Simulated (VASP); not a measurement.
All values below come from PBE GGA, VASP's PBE PAW potentials (set 64) (plane waves; VASP).

Input for VASP

INCAR:
```
SYSTEM = MgI2
PREC = Accurate
ENCUT = 400
EDIFF = 1E-6
NELM = 100
ALGO = Normal
LREAL = .FALSE.
LASPH = .TRUE.
ISMEAR = 0
SIGMA = 0.05
GGA = PE
LMAXMIX = 4
LWAVE = .FALSE.
LCHARG = .FALSE.
ISIF = 2
```

File KPOINTS:
```
Automatic mesh
0
Gamma
6 6 3
0 0 0
```

POSCAR:
```
MgI2
13.99440
  0.1512390671  -0.2619537101   0.0000000000
  0.1512390671   0.2619537101   0.0000000000
  0.0000000000   0.0000000000   0.5000000000
Mg I
1 2
Cartesian
  0.0000000000   0.0000000000   0.0000000000
  0.1512390671   0.0873180780   0.1210000000
  0.1512390671  -0.0873180780   0.3790000000
```

POTCAR, in this order: Mg I (PBE.64 set). Program: vasp_std.

The run wrote:

**OSZICAR**
```
       N       E                     dE             d eps       ncg     rms          rms(c)
DAV:   1     0.722990080024E+02    0.72299E+02   -0.50069E+03   408   0.833E+02
DAV:   2    -0.227467188187E+01   -0.74574E+02   -0.69501E+02   580   0.140E+02
DAV:   3    -0.778710933594E+01   -0.55124E+01   -0.54936E+01   516   0.456E+01
DAV:   4    -0.789009587442E+01   -0.10299E+00   -0.10296E+00   564   0.794E+00
DAV:   5    -0.789142438771E+01   -0.13285E-02   -0.13284E-02   508   0.879E-01    0.373E+00
DAV:   6    -0.773991682923E+01    0.15151E+00   -0.17281E-01   456   0.229E+00    0.262E+00
DAV:   7    -0.771026327688E+01    0.29654E-01   -0.14589E-01   452   0.214E+00    0.806E-01
DAV:   8    -0.770871332410E+01    0.15500E-02   -0.95785E-03   456   0.613E-01    0.254E-01
DAV:   9    -0.770886212566E+01   -0.14880E-03   -0.11892E-03   500   0.251E-01    0.946E-02
DAV:  10    -0.770884954929E+01    0.12576E-04   -0.30617E-05   500   0.467E-02    0.513E-02
DAV:  11    -0.770885299925E+01   -0.34500E-05   -0.15552E-05   468   0.297E-02    0.234E-02
DAV:  12    -0.770885393227E+01   -0.93301E-06   -0.14707E-06   388   0.890E-03
   1 F= -.77088539E+01 E0= -.77088539E+01  d E =-.915665E-12
```

OUTCAR:
```
------------------------ aborting loop because EDIFF is reached ----------------------------------------
  FORCE on cell =-STRESS in cart. coord.  units (eV):
  Direction    XX          YY          ZZ          XY          YZ          ZX
  --------------------------------------------------------------------------------------
  Total       -0.3731319     -0.3731318     -0.1510767      0.0000000     -0.0000000      0.0000000
  in kB       -5.5058141     -5.5058125     -2.2292398      0.0000000     -0.0000000      0.0000000
  external PRESSURE =      -4.4136221 kB  Pullay stress =       0.0000000 kB
  volume of cell :      108.58
      direct lattice vectors                 reciprocal lattice vectors
     2.116500000 -3.665885000  0.000000000     0.236239074 -0.136392713  0.000000000
     2.116500000  3.665885000  0.000000000     0.236239074  0.136392713  0.000000000
     0.000000000  0.000000000  6.997200000     0.000000000  0.000000000  0.142914309
 POSITION                                       TOTAL-FORCE (eV/Angst)
 -----------------------------------------------------------------------------------
      0.00000      0.00000      0.00000         0.000000     -0.000000      0.000000
      2.11650      1.22196      1.69332         0.000000      0.000000     -0.217268
      2.11650     -1.22196      5.30388        -0.000000     -0.000000      0.217268
 -----------------------------------------------------------------------------------
    total drift:                               -0.000000     -0.000000      0.000000
  FREE ENERGIE OF THE ION-ELECTRON SYSTEM (eV)
  ---------------------------------------------------
  free  energy   TOTEN  =        -7.7088539323 eV

  energy  without entropy=       -7.7088539323  energy(sigma->0) =       -7.70885393
```
(Selected blocks of OUTCAR.)

File OUTCAR:
```
 val. band max:        1.8002025457   @ k =   0.0000   0.0000   0.0000

 cond. band min:       5.2416370013   @ k =   0.5000   0.0000   0.3333


 Fermi energy:         2.0208204153

 k-point     1 :       0.0000    0.0000    0.0000
  band No.  band energies     occupation
      1     -10.0480      2.00000
      2      -9.4328      2.00000
      3      -1.4852      2.00000
      4       1.3743      2.00000
      5       1.3743      2.00000
      6       1.7133      2.00000
      7       1.7134      2.00000
      8       1.8002      2.00000
      9       5.2647      0.00000
     10       6.5404      0.00000
     11       8.4107      0.00000
     12       8.4107      0.00000

 k-point     2 :       0.1667    0.0000    0.0000
  band No.  band energies     occupation
      1      -9.9244      2.00000
      2      -9.3719      2.00000
      3      -1.3109      2.00000
      4       0.4726      2.00000
      5       0.9401      2.00000
      6       1.0911      2.00000
      7       1.6674      2.00000
      8       1.7105      2.00000
      9       6.0943      0.00000
     10       7.1576      0.00000
     11       7.8965      0.00000
     12       8.7400      0.00000

 k-point     3 :       0.3333   -0.0000    0.0000
  band No.  band energies     occupation
      1      -9.6329      2.00000
      2      -9.2665      2.00000
      3      -1.1809      2.00000
      4      -0.5802      2.00000
      5       0.0250      2.00000
      6       0.6868      2.00000
      7       1.3720      2.00000
      8       1.4804      2.00000
      9       5.7712      0.00000
     10       7.1933      0.00000
     11       7.7728      0.00000
     12       8.7981      0.00000

 k-point     4 :       0.5000    0.0000    0.0000
  band No.  band energies     occupation
      1      -9.4330      2.00000
      2      -9.2515      2.00000
      3      -1.5534      2.00000
      4      -0.7950      2.00000
      5       0.1074      2.00000
      6       0.5207      2.00000
...
```

Unless said otherwise, spin-orbit coupling is left out, though it shifts the bands of the heavy elements here.

The compound is MgI2 in the 1T layered structure. The cell was not relaxed at this level.
